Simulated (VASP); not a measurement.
Given:

```yaml
crystal:
  lattice:
    - [-5.05024, 5.05024, 2.53723]
    - [5.05024, -5.05024, 2.53723]
    - [5.05024, 5.05024, -2.53723]
  atoms:
    - { symbol: Ti, position: [0.67962, 0.86903, 0.97458] }
    - { symbol: Ti, position: [0.13097, 0.10554, 0.81058] }
    - { symbol: Ti, position: [0.89446, 0.70504, 0.02542] }
    - { symbol: Ti, position: [0.29496, 0.32038, 0.18942] }
    - { symbol: Ti, position: [0.99213, 0.37632, 0.32977] }
    - { symbol: Ti, position: [0.62368, 0.95345, 0.61580] }
    - { symbol: Ti, position: [0.04655, 0.66236, 0.67023] }
    - { symbol: Ti, position: [0.33764, 0.00787, 0.38420] }
    - { symbol: Ti, position: [0.02198, 0.42422, 0.96818] }
    - { symbol: Ti, position: [0.57578, 0.54396, 0.59776] }
    - { symbol: Ti, position: [0.45604, 0.05380, 0.03182] }
    - { symbol: Ti, position: [0.94620, 0.97802, 0.40224] }
    - { symbol: Ge, position: [0.48893, 0.81529, 0.25415] }
    - { symbol: Ge, position: [0.18471, 0.43886, 0.67364] }
    - { symbol: Ge, position: [0.56114, 0.23478, 0.74585] }
    - { symbol: Ge, position: [0.76522, 0.51107, 0.32636] }
```

Level of theory: PBEsol GGA, VASP's PBE PAW potentials (set 64) (plane waves; VASP). Run with LREAL = Auto, 400 eV cut-off, Gaussian smearing of 0.050 eV, potentials Ti_sv Ge_d.

Problem. Give the energies of bands 93 to 106 at the high-symmetry points, in eV from the Fermi level.

Solution. 
```tsv
band	Γ	X	M	Z	P	N
93	-0.73	-0.66	-0.68	-0.52	-0.55	-0.54
94	-0.72	-0.66	-0.56	-0.46	-0.53	-0.49
95	-0.43	-0.62	-0.56	-0.46	-0.47	-0.46
96	-0.42	-0.46	-0.42	-0.45	-0.46	-0.39
97	-0.42	-0.30	-0.29	-0.40	-0.41	-0.29
98	-0.42	-0.24	-0.24	-0.27	-0.34	-0.27
99	-0.36	-0.20	-0.14	-0.01	-0.03	-0.08
100	-0.15	-0.16	-0.14	0.10	0.13	-0.01
101	-0.15	-0.04	0.06	0.10	0.27	0.09
102	-0.14	-0.02	0.11	0.16	0.32	0.33
103	0.41	0.37	0.18	0.53	0.48	0.51
104	0.54	0.39	0.58	0.66	0.51	0.63
105	0.73	0.58	0.68	0.75	0.77	0.65
106	0.73	0.59	0.81	0.75	0.78	0.84
```

It has no gap at this level: it comes out as a metal or semimetal.

The structure comes from a computed database's Ti3Ge entry (I-4); how it stands against other phases isn't given here. It was relaxed first.
